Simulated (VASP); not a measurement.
Computed with PBE GGA, VASP's PBE PAW potentials (set 64) (plane waves; VASP 6.6.1).

VASP input:

**INCAR**
```
# general
SYSTEM   =  FeNi3
PREC     =  Accurate
ENCUT    =  300
LREAL    =  .FALSE.
LASPH    =  .TRUE.

# electronic loop
EDIFF    =  1E-6
NELM     =  100
ALGO     =  Normal
LMAXMIX  =  4

# smearing
ISMEAR   =  0
SIGMA    =  0.05

# functional
GGA      =  PE

# spin
ISPIN    =  2
MAGMOM   =  3*0.2 9*0.1

# ions
ISIF     =  2

# output
LWAVE    =  .FALSE.
LCHARG   =  .FALSE.
LORBIT   =  11
```

KPOINTS:
```
Automatic mesh
0
Gamma
5 3 1
0 0 0
```

File POSCAR:
```
FeNi3
1
    3.5145000000     0.0000000000     0.0000000000
    0.0000000000     4.9702530000     0.0000000000
    0.0000000000     0.0000000000    16.2755000000
Fe Ni
3 9
Direct
  0.0000000000   0.4581630000   0.3843260000
  0.0000000000   0.9581630000   0.5385580000
  0.0000000000   0.4581630000   0.6927900000
  0.5000000000   0.2081630000   0.3072100000
  0.5000000000   0.7081630000   0.3072100000
  0.0000000000   0.9581630000   0.3843260000
  0.5000000000   0.7081630000   0.4614420000
  0.5000000000   0.2081630000   0.4614420000
  0.0000000000   0.4581630000   0.5385580000
  0.5000000000   0.2081630000   0.6156740000
  0.5000000000   0.7081630000   0.6156740000
  0.0000000000   0.9581630000   0.6927900000
```

POTCAR, in this order: Fe Ni (PBE.64 set). Program: vasp_std.

Output of the run:

File OSZICAR:
```
...
DAV:  12    -0.719054110568E+02   -0.11261E+01   -0.44492E+01  2702   0.512E+01    0.314E+01
DAV:  13    -0.697622216637E+02    0.21432E+01   -0.17714E+01  2689   0.546E+01    0.321E+01
DAV:  14    -0.688130836703E+02    0.94914E+00   -0.47861E+00  2641   0.231E+01    0.277E+01
DAV:  15    -0.683119076641E+02    0.50118E+00   -0.50345E+00  2756   0.195E+01    0.253E+01
DAV:  16    -0.671426579179E+02    0.11692E+01   -0.21897E+00  2922   0.183E+01    0.146E+01
DAV:  17    -0.673215357356E+02   -0.17888E+00   -0.59339E-01  2877   0.853E+00    0.146E+01
DAV:  18    -0.669925876788E+02    0.32895E+00   -0.74447E-01  2636   0.118E+01    0.125E+01
DAV:  19    -0.667482032445E+02    0.24438E+00   -0.21249E-01  2697   0.554E+00    0.111E+01
DAV:  20    -0.668046991273E+02   -0.56496E-01   -0.55129E-02  2532   0.306E+00    0.111E+01
DAV:  21    -0.668301418237E+02   -0.25443E-01   -0.31498E-01  2487   0.872E+00    0.113E+01
DAV:  22    -0.664983265933E+02    0.33182E+00   -0.74313E-01  2758   0.118E+01    0.992E+00
DAV:  23    -0.663823354061E+02    0.11599E+00   -0.30987E-01  2680   0.738E+00    0.805E+00
DAV:  24    -0.663822489340E+02    0.86472E-04   -0.93962E-02  2459   0.270E+00    0.760E+00
DAV:  25    -0.663802023164E+02    0.20466E-02   -0.11896E-02  1717   0.839E-01    0.753E+00
DAV:  26    -0.663766743119E+02    0.35280E-02   -0.56871E-04  1927   0.170E-01    0.753E+00
DAV:  27    -0.663665853548E+02    0.10089E-01   -0.43530E-03  2565   0.585E-01    0.758E+00
DAV:  28    -0.663693786391E+02   -0.27933E-02   -0.13480E-03  2437   0.275E-01    0.757E+00
DAV:  29    -0.663382902380E+02    0.31088E-01   -0.82506E-02  2590   0.239E+00    0.683E+00
DAV:  30    -0.661733181884E+02    0.16497E+00   -0.37365E-01  2066   0.445E+00    0.539E+00
DAV:  31    -0.660733569348E+02    0.99961E-01   -0.21640E-01  2189   0.338E+00    0.480E+00
DAV:  32    -0.661175896995E+02   -0.44233E-01   -0.73923E-02  2073   0.211E+00    0.420E+00
DAV:  33    -0.661067836499E+02    0.10806E-01   -0.39403E-02  2578   0.162E+00    0.366E+00
DAV:  34    -0.661665849366E+02   -0.59801E-01   -0.55066E-02  2402   0.235E+00    0.317E+00
DAV:  35    -0.662112688993E+02   -0.44684E-01   -0.71144E-02  2503   0.227E+00    0.263E+00
DAV:  36    -0.662849614823E+02   -0.73693E-01   -0.66643E-02  2166   0.210E+00    0.219E+00
DAV:  37    -0.663366779198E+02   -0.51716E-01   -0.42936E-02  2199   0.129E+00    0.186E+00
DAV:  38    -0.663628960781E+02   -0.26218E-01   -0.31971E-02  2454   0.123E+00    0.140E+00
DAV:  39    -0.663742757493E+02   -0.11380E-01   -0.25023E-02  2493   0.112E+00    0.116E+00
DAV:  40    -0.663791482994E+02   -0.48726E-02   -0.13860E-02  2387   0.742E-01    0.984E-01
DAV:  41    -0.663895805341E+02   -0.10432E-01   -0.14728E-02  2289   0.864E-01    0.910E-01
DAV:  42    -0.663851222605E+02    0.44583E-02   -0.18742E-02  2534   0.934E-01    0.797E-01
DAV:  43    -0.663805732362E+02    0.45490E-02   -0.17416E-02  2498   0.904E-01    0.774E-01
DAV:  44    -0.663859923855E+02   -0.54191E-02   -0.65171E-03  2349   0.670E-01    0.729E-01
DAV:  45    -0.663930933843E+02   -0.71010E-02   -0.57377E-03  2522   0.645E-01    0.602E-01
DAV:  46    -0.663944850288E+02   -0.13916E-02   -0.30731E-03  2438   0.404E-01    0.550E-01
DAV:  47    -0.663967724053E+02   -0.22874E-02   -0.19509E-03  2470   0.316E-01    0.523E-01
DAV:  48    -0.663978840638E+02   -0.11117E-02   -0.39801E-04  2025   0.118E-01    0.509E-01
DAV:  49    -0.663989862007E+02   -0.11021E-02   -0.22038E-04  2485   0.969E-02    0.516E-01
DAV:  50    -0.663958212296E+02    0.31650E-02   -0.12376E-03  2471   0.285E-01    0.524E-01
DAV:  51    -0.663878027968E+02    0.80184E-02   -0.49239E-03  2573   0.567E-01    0.453E-01
DAV:  52    -0.663766497822E+02    0.11153E-01   -0.15152E-02  2802   0.815E-01    0.410E-01
DAV:  53    -0.663570886288E+02    0.19561E-01   -0.63296E-02  2845   0.161E+00    0.579E-01
DAV:  54    -0.663782895555E+02   -0.21201E-01   -0.67981E-03  2141   0.472E-01    0.542E-01
DAV:  55    -0.663827364031E+02   -0.44468E-02   -0.27670E-03  2468   0.283E-01    0.587E-01
DAV:  56    -0.663871697163E+02   -0.44333E-02   -0.12622E-03  2153   0.341E-01    0.564E-01
DAV:  57    -0.663780198499E+02    0.91499E-02   -0.16086E-02  2792   0.925E-01    0.800E-01
DAV:  58    -0.663869996631E+02   -0.89798E-02   -0.40554E-03  2271   0.506E-01    0.611E-01
DAV:  59    -0.663890928050E+02   -0.20931E-02   -0.31354E-02  2910   0.121E+00    0.325E-01
DAV:  60    -0.664001964012E+02   -0.11104E-01   -0.82191E-03  2191   0.624E-01    0.259E-01
DAV:  61    -0.663952008396E+02    0.49956E-02   -0.10485E-02  2625   0.563E-01    0.282E-01
DAV:  62    -0.664007340079E+02   -0.55332E-02   -0.13613E-03  2169   0.223E-01    0.234E-01
DAV:  63    -0.664011329925E+02   -0.39898E-03   -0.21463E-03  2788   0.362E-01    0.189E-01
DAV:  64    -0.663983301836E+02    0.28028E-02   -0.61108E-03  2856   0.503E-01    0.180E-01
DAV:  65    -0.663909369420E+02    0.73932E-02   -0.13845E-02  2772   0.673E-01    0.276E-01
DAV:  66    -0.663964041644E+02   -0.54672E-02   -0.41799E-03  2404   0.376E-01    0.330E-01
DAV:  67    -0.663999072184E+02   -0.35031E-02   -0.32424E-04  1686   0.120E-01    0.318E-01
DAV:  68    -0.664000044548E+02   -0.97236E-04   -0.65309E-05  2493   0.530E-02    0.335E-01
DAV:  69    -0.664004799286E+02   -0.47547E-03   -0.11327E-03  2663   0.228E-01    0.257E-01
DAV:  70    -0.663999760882E+02    0.50384E-03   -0.75721E-03  2820   0.551E-01    0.127E-01
DAV:  71    -0.664023013435E+02   -0.23253E-02   -0.99091E-04  1992   0.245E-01    0.792E-02
DAV:  72    -0.664016378628E+02    0.66348E-03   -0.74366E-04  2521   0.172E-01    0.826E-02
DAV:  73    -0.664019617136E+02   -0.32385E-03   -0.32267E-04  2470   0.117E-01    0.998E-02
DAV:  74    -0.664019894981E+02   -0.27784E-04   -0.28318E-05  1689   0.330E-02    0.996E-02
DAV:  75    -0.664017711876E+02    0.21831E-03   -0.89093E-05  2449   0.584E-02    0.100E-01
DAV:  76    -0.664009569141E+02    0.81427E-03   -0.94473E-04  2718   0.192E-01    0.973E-02
DAV:  77    -0.664014811120E+02   -0.52420E-03   -0.53383E-04  2467   0.212E-01    0.168E-01
DAV:  78    -0.664004863175E+02    0.99479E-03   -0.69920E-04  2436   0.161E-01    0.159E-01
DAV:  79    -0.664007641075E+02   -0.27779E-03   -0.19652E-04  2481   0.795E-02    0.161E-01
DAV:  80    -0.664005205646E+02    0.24354E-03   -0.18248E-04  2634   0.766E-02    0.165E-01
DAV:  81    -0.664007078072E+02   -0.18724E-03   -0.47314E-05  2380   0.454E-02    0.171E-01
DAV:  82    -0.663999821843E+02    0.72562E-03   -0.42175E-04  2851   0.127E-01    0.171E-01
DAV:  83    -0.664007063302E+02   -0.72415E-03   -0.43022E-05  1666   0.425E-02    0.166E-01
DAV:  84    -0.664007686609E+02   -0.62331E-04   -0.11831E-06  1108   0.807E-03    0.165E-01
DAV:  85    -0.664008756486E+02   -0.10699E-03   -0.37135E-06  1271   0.173E-02    0.160E-01
DAV:  86    -0.664015869524E+02   -0.71130E-03   -0.11757E-03  2661   0.211E-01    0.180E-01
DAV:  87    -0.664012073880E+02    0.37956E-03   -0.47869E-04  2288   0.160E-01    0.132E-01
DAV:  88    -0.664017249765E+02   -0.51759E-03   -0.68787E-04  2577   0.176E-01    0.106E-01
DAV:  89    -0.664011594385E+02    0.56554E-03   -0.40785E-03  2776   0.385E-01    0.102E-01
DAV:  90    -0.664024626376E+02   -0.13032E-02   -0.78173E-04  2392   0.153E-01    0.821E-02
DAV:  91    -0.664023887706E+02    0.73867E-04   -0.15715E-03  2869   0.228E-01    0.110E-01
DAV:  92    -0.664030851373E+02   -0.69637E-03   -0.27630E-04  2298   0.911E-02    0.117E-01
DAV:  93    -0.664031900547E+02   -0.10492E-03   -0.68912E-05  2260   0.555E-02    0.105E-01
DAV:  94    -0.664032498857E+02   -0.59831E-04   -0.14350E-04  2678   0.696E-02    0.105E-01
DAV:  95    -0.664032826291E+02   -0.32743E-04   -0.89653E-05  2457   0.620E-02    0.795E-02
DAV:  96    -0.664033358417E+02   -0.53213E-04   -0.38977E-04  2680   0.119E-01    0.730E-02
DAV:  97    -0.664034401877E+02   -0.10435E-03   -0.13940E-04  2418   0.685E-02    0.659E-02
DAV:  98    -0.664034945108E+02   -0.54323E-04   -0.90775E-05  2529   0.557E-02    0.616E-02
DAV:  99    -0.664035352154E+02   -0.40705E-04   -0.75565E-05  2492   0.513E-02    0.654E-02
DAV: 100    -0.664035621881E+02   -0.26973E-04   -0.38580E-05  2460   0.366E-02
   1 F= -.66403562E+02 E0= -.66385779E+02  d E =-.355657E-01  mag=    -2.5431
```

**OUTCAR**
```
------------------------ aborting loop EDIFF was not reached (unconverged)  ----------------------------
  FORCE on cell =-STRESS in cart. coord.  units (eV):
  Direction    XX          YY          ZZ          XY          YZ          ZX
  --------------------------------------------------------------------------------------
  Total       -9.2688865     -7.4258512     -7.4184910      0.0000000      0.0000000      0.0000000
  in kB      -52.2350195    -41.8485528    -41.8070741      0.0000000      0.0000000      0.0000000
  external PRESSURE =     -45.2968821 kB  Pullay stress =       0.0000000 kB
  volume of cell :      284.30
      direct lattice vectors                 reciprocal lattice vectors
     3.514500000  0.000000000  0.000000000     0.284535496  0.000000000  0.000000000
     0.000000000  4.970253000  0.000000000     0.000000000  0.201197001  0.000000000
     0.000000000  0.000000000 16.275500000     0.000000000  0.000000000  0.061442045
 POSITION                                       TOTAL-FORCE (eV/Angst)
 -----------------------------------------------------------------------------------
      0.00000      2.27719      6.25510         0.000000      0.000000     -0.588330
      0.00000      4.76231      8.76530         0.000000      0.000000      0.408095
      0.00000      2.27719     11.27550         0.000000      0.000000     -0.950841
      1.75725      1.03462      5.00000         0.000000      0.287414      0.790827
      1.75725      3.51975      5.00000         0.000000     -0.287414      0.790827
      0.00000      4.76231      6.25510         0.000000      0.000000     -0.109534
      1.75725      3.51975      7.51020         0.000000     -0.033036     -0.218460
      1.75725      1.03462      7.51020         0.000000      0.033036     -0.218460
      0.00000      2.27719      8.76530         0.000000      0.000000      0.152157
      1.75725      1.03462     10.02040         0.000000      0.057401      0.409231
      1.75725      3.51975     10.02040         0.000000     -0.057401      0.409231
      0.00000      4.76231     11.27550         0.000000      0.000000     -0.874742
 -----------------------------------------------------------------------------------
    total drift:                                0.000000     -0.001324      0.001521
  FREE ENERGIE OF THE ION-ELECTRON SYSTEM (eV)
  ---------------------------------------------------
  free  energy   TOTEN  =       -66.4035621881 eV

  energy  without entropy=      -66.3679965178  energy(sigma->0) =      -66.38577935

 total charge

# of ion       s       p       d       tot
------------------------------------------
    1        0.458   0.461   6.214   7.134
    2        0.462   0.482   6.245   7.190
    3        0.432   0.296   6.196   6.924
    4        0.469   0.306   8.303   9.078
    5        0.469   0.306   8.303   9.078
    6        0.498   0.483   8.293   9.273
    7        0.507   0.513   8.304   9.324
    8        0.507   0.513   8.304   9.324
    9        0.506   0.515   8.304   9.325
   10        0.504   0.492   8.291   9.287
   11        0.504   0.492   8.291   9.287
   12        0.464   0.311   8.330   9.106
--------------------------------------------------
tot          5.783   5.170  93.378 104.330

 magnetization (x)

# of ion       s       p       d       tot
------------------------------------------
    1        0.008   0.013   0.206   0.227
    2        0.005   0.007  -0.379  -0.367
    3        0.003   0.006   0.133   0.142
    4       -0.006   0.003  -0.548  -0.551
    5       -0.006   0.003  -0.548  -0.551
    6        0.003   0.009  -0.319  -0.307
    7        0.003   0.010  -0.230  -0.218
    8        0.003   0.010  -0.230  -0.218
    9        0.003   0.012  -0.216  -0.202
   10        0.005   0.012  -0.221  -0.204
   11        0.005   0.012  -0.221  -0.204
   12        0.005   0.012  -0.105  -0.087
--------------------------------------------------
tot          0.033   0.108  -2.679  -2.538
```
(Selected blocks of OUTCAR.)

**stdout**
```
...
DAV:  81    -0.664007078072E+02   -0.18724E-03   -0.47314E-05  2380   0.454E-02    0.171E-01
DAV:  82    -0.663999821843E+02    0.72562E-03   -0.42175E-04  2851   0.127E-01    0.171E-01
DAV:  83    -0.664007063302E+02   -0.72415E-03   -0.43022E-05  1666   0.425E-02    0.166E-01
DAV:  84    -0.664007686609E+02   -0.62331E-04   -0.11831E-06  1108   0.807E-03    0.165E-01
DAV:  85    -0.664008756486E+02   -0.10699E-03   -0.37135E-06  1271   0.173E-02    0.160E-01
DAV:  86    -0.664015869524E+02   -0.71130E-03   -0.11757E-03  2661   0.211E-01    0.180E-01
DAV:  87    -0.664012073880E+02    0.37956E-03   -0.47869E-04  2288   0.160E-01    0.132E-01
DAV:  88    -0.664017249765E+02   -0.51759E-03   -0.68787E-04  2577   0.176E-01    0.106E-01
DAV:  89    -0.664011594385E+02    0.56554E-03   -0.40785E-03  2776   0.385E-01    0.102E-01
DAV:  90    -0.664024626376E+02   -0.13032E-02   -0.78173E-04  2392   0.153E-01    0.821E-02
DAV:  91    -0.664023887706E+02    0.73867E-04   -0.15715E-03  2869   0.228E-01    0.110E-01
DAV:  92    -0.664030851373E+02   -0.69637E-03   -0.27630E-04  2298   0.911E-02    0.117E-01
DAV:  93    -0.664031900547E+02   -0.10492E-03   -0.68912E-05  2260   0.555E-02    0.105E-01
DAV:  94    -0.664032498857E+02   -0.59831E-04   -0.14350E-04  2678   0.696E-02    0.105E-01
DAV:  95    -0.664032826291E+02   -0.32743E-04   -0.89653E-05  2457   0.620E-02    0.795E-02
DAV:  96    -0.664033358417E+02   -0.53213E-04   -0.38977E-04  2680   0.119E-01    0.730E-02
DAV:  97    -0.664034401877E+02   -0.10435E-03   -0.13940E-04  2418   0.685E-02    0.659E-02
DAV:  98    -0.664034945108E+02   -0.54323E-04   -0.90775E-05  2529   0.557E-02    0.616E-02
DAV:  99    -0.664035352154E+02   -0.40705E-04   -0.75565E-05  2492   0.513E-02    0.654E-02
DAV: 100    -0.664035621881E+02   -0.26973E-04   -0.38580E-05  2460   0.366E-02

 -----------------------------------------------------------------------------
|                                                                             |
|           W    W    AA    RRRRR   N    N  II  N    N   GGGG   !!!           |
|           W    W   A  A   R    R  NN   N  II  NN   N  G    G  !!!           |
|           W    W  A    A  R    R  N N  N  II  N N  N  G       !!!           |
|           W WW W  AAAAAA  RRRRR   N  N N  II  N  N N  G  GGG   !            |
|           WW  WW  A    A  R   R   N   NN  II  N   NN  G    G                |
|           W    W  A    A  R    R  N    N  II  N    N   GGGG   !!!           |
|                                                                             |
|     The electronic self-consistency was not achieved in the given           |
|     number of steps (NELM). The forces and other quantities evaluated       |
|     might not be reliable so examine the results carefully. If you find     |
|     spurious results, we suggest increasing NELM, if you were close to      |
|     convergence or switching to a different ALGO or adjusting the           |
|     density mixing parameters otherwise.                                    |
|                                                                             |
 -----------------------------------------------------------------------------

   1 F= -.66403562E+02 E0= -.66385779E+02  d E =-.355657E-01  mag=    -2.5431
```

The run did not converge; its last values are not results.

At this cut-off the stress carries a Pulay error, which pulls relaxed volumes low. The cell holds a wide vacuum, so values per volume refer to the whole cell.

The cell is a sheet with vacuum, built from a generated structure.
